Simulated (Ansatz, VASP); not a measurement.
# CoSi2 in two plane-wave programs, part 2 of 2

Wanted: the spread between two codes on one cell, functional and k mesh. The cell is taken from a series of runs on this material, whose earlier steps may have relaxed, scaled, displaced or heated it; both programs get it as it stands.

VASP 6.6.1 and Ansatz 0.2.0.

So far: The structure; Ansatz: zone-centre phonons, LDA.

**3. VASP: zone-centre phonons, LDA**

Level of this step: LDA, no spin polarisation; plane waves and PAW (Si, Co) (VASP).

The same cell, functional (in two slightly different forms), mesh and smearing now go to VASP, with its own data sets.

Lines of VASP's logs that name or quote its potential files are left out, and so is its time.

The input, INCAR:

```
SYSTEM = CoSi2
PREC = Accurate
ENCUT = 600
EDIFF = 1E-08
NELM = 120
ISMEAR = 1
SIGMA = 0.2
LREAL = .FALSE.
ALGO = Normal
GGA = CA
NBANDS = 14
LASPH = .TRUE.
LORBIT = 11
LWAVE = .FALSE.
LCHARG = .FALSE.
ISIF = 2
IBRION = 8
GGA_COMPAT = .FALSE.
KPAR = 2
```

The input, POSCAR:

```
CoSi2
1.0
    0.0000000000      2.5831977913      2.5831977913
    2.5831977913      0.0000000000      2.5831977913
    2.5831977913      2.5831977913      0.0000000000
Si Co
2 1
Direct
    0.2500000000      0.2500000000      0.2500000000
    0.7500000000      0.7500000000      0.7500000000
    0.0000000000      0.0000000000      0.0000000000
```

The input, KPOINTS:

```
Automatic mesh
0
Gamma
16 16 16
0 0 0
```

PAW data sets: Si and Co (LDA family, release 64).

Launch:

```bash
> mpirun -np 2 vasp_std
```

Numbers of over 12 decimals in the logs are rounded to 6 here.

What it wrote:

```text
[banner, memory and clock lines left out]
running    2 mpi-ranks, on    1 nodes
 distrk:  each k-point on    1 cores,    2 groups
 distr:  one band on    1 cores,    1 groups

 POSCAR found type information on POSCAR SiCo
 POSCAR found :  2 types and       3 ions
 LDA part: xc-table for (Slater(with rela. corr.)+CA(PZ))
 , standard interpolation
 POSCAR, INCAR and KPOINTS ok, starting setup
 FFT: planning ... GRIDC
 FFT: planning ... GRID_SOFT
 FFT: planning ... GRID
 WAVECAR not read
 entering main loop
       N       E                     dE             d eps       ncg     rms          rms(c)
DAV:   1     0.722421504827E+02    0.72242E+02   -0.77731E+03  4074   0.135E+03
DAV:   2    -0.188215605727E+02   -0.91064E+02   -0.82848E+02  4234   0.250E+02
DAV:   3    -0.231583607121E+02   -0.43368E+01   -0.42190E+01  5350   0.612E+01
DAV:   4    -0.232450839783E+02   -0.86723E-01   -0.86634E-01  4790   0.805E+00
DAV:   5    -0.232476498777E+02   -0.25659E-02   -0.25657E-02  5574   0.148E+00    0.156E+01
DAV:   6    -0.252905418481E+02   -0.20429E+01   -0.23351E+01  4800   0.108E+02    0.142E+01
DAV:   7    -0.219177171153E+02    0.33728E+01   -0.10702E+01  5234   0.862E+01    0.445E+00
DAV:   8    -0.218584849796E+02    0.59232E-01   -0.60152E-01  4786   0.545E+00    0.167E+00
DAV:   9    -0.218317811196E+02    0.26704E-01   -0.83992E-02  5118   0.623E+00    0.457E-01
DAV:  10    -0.218319084048E+02   -0.12729E-03   -0.79975E-03  5600   0.145E+00    0.231E-01
DAV:  11    -0.218315311701E+02    0.37723E-03   -0.12814E-03  5324   0.784E-01    0.331E-02
DAV:  12    -0.218315325209E+02   -0.13508E-05   -0.61725E-05  4978   0.628E-02    0.944E-03
DAV:  13    -0.218315320417E+02    0.47918E-06   -0.46557E-06  6230   0.375E-02    0.656E-03
DAV:  14    -0.218315320063E+02    0.35350E-07   -0.24505E-07  6010   0.571E-03    0.230E-03
DAV:  15    -0.218315319896E+02    0.16716E-07   -0.78293E-08  5620   0.503E-03    0.230E-04
DAV:  16    -0.218315319907E+02   -0.10523E-08   -0.40783E-09  2996   0.107E-03
   1 F= -.21831532E+02 E0= -.21831759E+02  d E =0.680376E-03
 Linear response reoptimize wavefunctions to high precision
DAV:   1    -0.218315319907E+02   -0.59799E-10   -0.14323E-09  3488   0.543E-04
DAV:   2    -0.218315319907E+02   -0.11596E-10   -0.26858E-10  2744   0.183E-04
 Linear response DOF=           2
 Linear response progress:
  Degree of freedom:   1/  2
       N       E                     dE             d eps       ncg     rms          rms(c)
RMM:   1    -0.217873132940E-01   -0.21787E-01    0.26106E-02 42525   0.143E+00
RMM:   2    -0.187139322051E-01    0.30734E-02   -0.72600E-04 24720   0.650E-01    0.119E-01
RMM:   3    -0.189869473123E-01   -0.27302E-03   -0.67555E-04 28986   0.207E-01    0.610E-02
RMM:   4    -0.192349029392E-01   -0.24796E-03   -0.11562E-04 26775   0.868E-02    0.943E-03
RMM:   5    -0.192267297393E-01    0.81732E-05   -0.11355E-05 30100   0.277E-02    0.600E-03
RMM:   6    -0.191979832148E-01    0.28747E-04   -0.21618E-06 29486   0.121E-02    0.209E-03
RMM:   7    -0.192146804475E-01   -0.16697E-04   -0.55895E-07 26913   0.612E-03    0.694E-04
RMM:   8    -0.192162092662E-01   -0.15288E-05   -0.86689E-08 30371   0.245E-03    0.417E-04
RMM:   9    -0.192159345060E-01    0.27476E-06   -0.11920E-08 31121   0.630E-04    0.105E-04
RMM:  10    -0.192159601157E-01   -0.25610E-07   -0.13209E-09 31864   0.181E-04    0.235E-05
RMM:  11    -0.192159779365E-01   -0.17821E-07   -0.58946E-10 32364   0.597E-05    0.113E-05
RMM:  12    -0.192159580457E-01    0.19891E-07   -0.29416E-09 32019   0.233E-05    0.235E-06
RMM:  13    -0.192159455493E-01    0.12496E-07   -0.15183E-09 32632   0.107E-05    0.654E-07
RMM:  14    -0.192159453222E-01    0.22716E-09   -0.26325E-09 25368   0.622E-06    0.306E-07
 first order change of Fermi-energy   0.18149E-05
 force on displaced ion       1 direction 1 : -12.067   0.000   0.000
 Linear response progress:
  Degree of freedom:   2/  2
       N       E                     dE             d eps       ncg     rms          rms(c)
RMM:   1    -0.178616762215E+00   -0.17862E+00   -0.13095E-01 15802   0.276E+00
RMM:   2    -0.175066203854E+00    0.35506E-02   -0.33142E-03 13788   0.793E-01    0.201E-01
RMM:   3    -0.174992724962E+00    0.73479E-04   -0.70600E-04 15334   0.207E-01    0.117E-01
RMM:   4    -0.175608787886E+00   -0.61606E-03   -0.36511E-04 16405   0.139E-01    0.108E-02
RMM:   5    -0.175604791463E+00    0.39964E-05   -0.19580E-05 16510   0.376E-02    0.555E-03
RMM:   6    -0.175603458003E+00    0.13335E-05   -0.14109E-06 15484   0.124E-02    0.433E-03
RMM:   7    -0.175592624320E+00    0.10834E-04   -0.42120E-07 15275   0.776E-03    0.989E-04
RMM:   8    -0.175583876823E+00    0.87475E-05   -0.95156E-08 17146   0.226E-03    0.447E-04
RMM:   9    -0.175580488888E+00    0.33879E-05   -0.10110E-08 16058   0.934E-04    0.113E-04
RMM:  10    -0.175580499981E+00   -0.11093E-07   -0.17577E-09 16866   0.319E-04    0.385E-05
RMM:  11    -0.175580584584E+00   -0.84603E-07   -0.61017E-10 17952   0.111E-04    0.167E-05
RMM:  12    -0.175580469133E+00    0.11545E-06   -0.52662E-10 17615   0.378E-05    0.361E-06
RMM:  13    -0.175580467226E+00    0.19074E-08   -0.62857E-10 18281   0.213E-05    0.894E-07
 first order change of Fermi-energy   0.28065E-03
 force on displaced ion       3 direction 1 : -16.457   0.000   0.000
 Linear response finished
```

OUTCAR, selected parts (step 3):

```text
ion  position               nearest neighbor table
   1  0.250  0.250  0.250-   3 2.24   3 2.24   3 2.24   3 2.24   2 2.58   2 2.58   2 2.58   2 2.58
                             2 2.58   2 2.58
   2  0.750  0.750  0.750-   3 2.24   3 2.24   3 2.24   3 2.24   1 2.58   1 2.58   1 2.58   1 2.58
                             1 2.58   1 2.58
   3  0.000  0.000  0.000-   2 2.24   2 2.24   2 2.24   1 2.24   2 2.24   1 2.24   1 2.24   1 2.24

  LATTYP: Found a face centered cubic cell.
 ALAT       =     5.1663955826

 Subroutine GETGRP returns: Found 48 space group operations
 (whereof 48 operations were pure point group operations)

The static configuration has the point symmetry O_h .

 Found    145 irreducible k-points:

   k-points           NKPTS =    145   k-points in BZ     NKDIM =    145   number of bands    NBANDS=     14

   dimension x,y,z NGX =    30 NGY =   30 NGZ =   30
   dimension x,y,z NGXF=    60 NGYF=   60 NGZF=   60

   ENCUT  =  600.0 eV  44.10 Ry    6.64 a.u.   7.30  7.30  7.30*2*pi/ulx,y,z

   NELECT =      17.0000    total number of electrons

 k-points in reciprocal lattice and weights: Automatic mesh
   0.00000000  0.00000000  0.00000000       0.000
   0.06250000  0.00000000  0.00000000       0.002
   0.12500000  0.00000000  0.00000000       0.002
   0.18750000  0.00000000  0.00000000       0.002
   0.25000000  0.00000000  0.00000000       0.002
   0.31250000  0.00000000  0.00000000       0.002
   0.37500000  0.00000000  0.00000000       0.002
   0.43750000  0.00000000  0.00000000       0.002
   0.50000000  0.00000000  0.00000000       0.001
[...]
-0.31250000  0.50000000  0.18750000       0.003
  -0.25000000  0.50000000  0.25000000       0.001

 average (electrostatic) potential at core
       1 -79.3702       2 -79.3702       3 -76.7057

  Total        3.1694169      3.1694169      3.1694169      0.0000000      0.0000000     -0.0000000
  in kB      147.2946502    147.2946502    147.2946502      0.0000000      0.0000000     -0.0000000
  external PRESSURE =     147.2946502 kB  Pullay stress =       0.0000000 kB

  energy-cutoff  :      600.00
  volume of cell :       34.47
      direct lattice vectors                 reciprocal lattice vectors
     0.000000000  2.583197791  2.583197791    -0.193558543  0.193558543  0.193558543
     2.583197791  0.000000000  2.583197791     0.193558543 -0.193558543  0.193558543
     2.583197791  2.583197791  0.000000000     0.193558543  0.193558543 -0.193558543

 POSITION                                       TOTAL-FORCE (eV/Angst)
 -----------------------------------------------------------------------------------
      1.29160      1.29160      1.29160         0.000000      0.000000      0.000000
      3.87480      3.87480      3.87480        -0.000000     -0.000000     -0.000000
      0.00000      0.00000      0.00000        -0.000000      0.000000     -0.000000
 -----------------------------------------------------------------------------------
    total drift:                                0.000000     -0.000000     -0.000000

 Eigenvectors and eigenvalues of the dynamical matrix
 ----------------------------------------------------

   1 f  =   11.824670 THz    74.296593 2PiTHz  394.428533 cm-1    48.902883 meV
             X         Y         Z           dx          dy          dz
      1.291599  1.291599  1.291599    -0.307281   -0.201151   -0.347945
      3.874797  3.874797  3.874797    -0.307281   -0.201151   -0.347945
      0.000000  0.000000  0.000000     0.424339    0.277780    0.480496

   2 f  =   11.824670 THz    74.296593 2PiTHz  394.428533 cm-1    48.902883 meV
             X         Y         Z           dx          dy          dz
      1.291599  1.291599  1.291599    -0.349724   -0.081999    0.356256
      3.874797  3.874797  3.874797    -0.349724   -0.081999    0.356256
      0.000000  0.000000  0.000000     0.482952    0.113236   -0.491972

   3 f  =   11.824670 THz    74.296593 2PiTHz  394.428533 cm-1    48.902883 meV
             X         Y         Z           dx          dy          dz
      1.291599  1.291599  1.291599    -0.198042    0.456907   -0.089246
      3.874797  3.874797  3.874797    -0.198042    0.456907   -0.089246
      0.000000  0.000000  0.000000     0.273486   -0.630966    0.123245

   4 f  =   11.766270 THz    73.929656 2PiTHz  392.480529 cm-1    48.661362 meV
             X         Y         Z           dx          dy          dz
      1.291599  1.291599  1.291599     0.108805    0.017928   -0.698455
      3.874797  3.874797  3.874797    -0.108805   -0.017928    0.698455
      0.000000  0.000000  0.000000     0.000000   -0.000000   -0.000000

   5 f  =   11.766270 THz    73.929656 2PiTHz  392.480529 cm-1    48.661362 meV
             X         Y         Z           dx          dy          dz
      1.291599  1.291599  1.291599     0.615818    0.331452    0.104439
      3.874797  3.874797  3.874797    -0.615818   -0.331452   -0.104439
      0.000000  0.000000  0.000000     0.000000    0.000000    0.000000

   6 f  =   11.766270 THz    73.929656 2PiTHz  392.480529 cm-1    48.661362 meV
             X         Y         Z           dx          dy          dz
      1.291599  1.291599  1.291599     0.330045   -0.624354    0.035389
      3.874797  3.874797  3.874797    -0.330045    0.624354   -0.035389
      0.000000  0.000000  0.000000    -0.000000    0.000000    0.000000

   7 f/i=    0.001229 THz     0.007723 2PiTHz    0.041001 cm-1     0.005084 meV
             X         Y         Z           dx          dy          dz
      1.291599  1.291599  1.291599     0.123847    0.369892   -0.303137
      3.874797  3.874797  3.874797     0.123847    0.369892   -0.303137
      0.000000  0.000000  0.000000     0.179365    0.535707   -0.439027

   8 f/i=    0.001229 THz     0.007723 2PiTHz    0.041001 cm-1     0.005084 meV
             X         Y         Z           dx          dy          dz
      1.291599  1.291599  1.291599    -0.475158    0.059682   -0.121302
      3.874797  3.874797  3.874797    -0.475158    0.059682   -0.121302
      0.000000  0.000000  0.000000    -0.688160    0.086436   -0.175679

   9 f/i=    0.001229 THz     0.007723 2PiTHz    0.041001 cm-1     0.005084 meV
             X         Y         Z           dx          dy          dz
      1.291599  1.291599  1.291599    -0.054203    0.321976    0.370735
      3.874797  3.874797  3.874797    -0.054203    0.321976    0.370735
      0.000000  0.000000  0.000000    -0.078500    0.466310    0.536927

 ELASTIC MODULI CONTR FROM IONIC RELAXATION (kBar)
 Direction    XX          YY          ZZ          XY          YZ          ZX
 --------------------------------------------------------------------------------
 XX          -0.0000     -0.0000     -0.0000     -0.0000     -0.0000      0.0000
 YY          -0.0000     -0.0000     -0.0000     -0.0000     -0.0000     -0.0000
 ZZ          -0.0000     -0.0000     -0.0000     -0.0000     -0.0000      0.0000
 XY          -0.0000     -0.0000     -0.0000   -827.5154      0.0000     -0.0000
 YZ          -0.0000     -0.0000     -0.0000      0.0000   -827.5154     -0.0000
 ZX           0.0000     -0.0000      0.0000     -0.0000     -0.0000   -827.5154
 --------------------------------------------------------------------------------
```

This run has no spin polarisation, so a moment on Co, if there is one, isn't seen. Its electron count is odd, so without a moment it is a metal by construction. Energies printed during the response cycles are not total energies of the cell.

**4. Comparison**

Known differences besides the potentials themselves: the two LDA forms differ slightly; the data sets hold 25 valence electrons in Ansatz (on its PAW soft_1 files) and 17 in VASP; the cutoff is 420 eV in Ansatz and 600 eV in VASP; VASP's log shows a relativistic correction to its local exchange, Ansatz's none. Total energies have different zeros and are not compared.

Compared:

```csv
quantity,Ansatz,VASP,difference
optical mode 1 to 3 (cm⁻¹),391.3,392.5,-0.31 %
optical mode 4 to 6 (cm⁻¹),391.4,394.4,-0.78 %
```

Modes are paired by rising frequency, not by their patterns, so a pair may set unlike modes beside each other; they are those without the splitting of longitudinal modes.

**5. Summary of results**

| Quantity | Value |
| --- | --- |
| r.m.s. difference of the optical zone-centre modes, each program's sorted by frequency (zone-centre phonons, LDA) | 2.3 cm⁻¹ |
| difference in optical mode 4 to 6 (zone-centre phonons, LDA) | -0.8 % |

In words: The r.m.s. difference of the optical zone-centre modes, each program's sorted by frequency is 2.3 cm⁻¹ (zone-centre phonons, LDA). The data sets hold unlike numbers of valence electrons (25 in Ansatz and 17 in VASP), so part of the differences comes from the potentials. Among the rows given in per cent, the largest difference of the zone-centre phonons, LDA pair is in optical mode 4 to 6, -0.8 %. How closely two codes agree says nothing of how well the functional describes the real material.

[Lines on the potential files, build, host, timing and source positions are cut from VASP's logs without a mark.]

[Logs are printed without paths, hosts, clocks, repeated set-up lines and the standing remarks that a program may print on its own settings, such as how far it seeks lower states.]

[Hosts, paths, dates, database ids (printed as entryN), source tags and the programs' standing remarks are cut or masked in the printed files.]
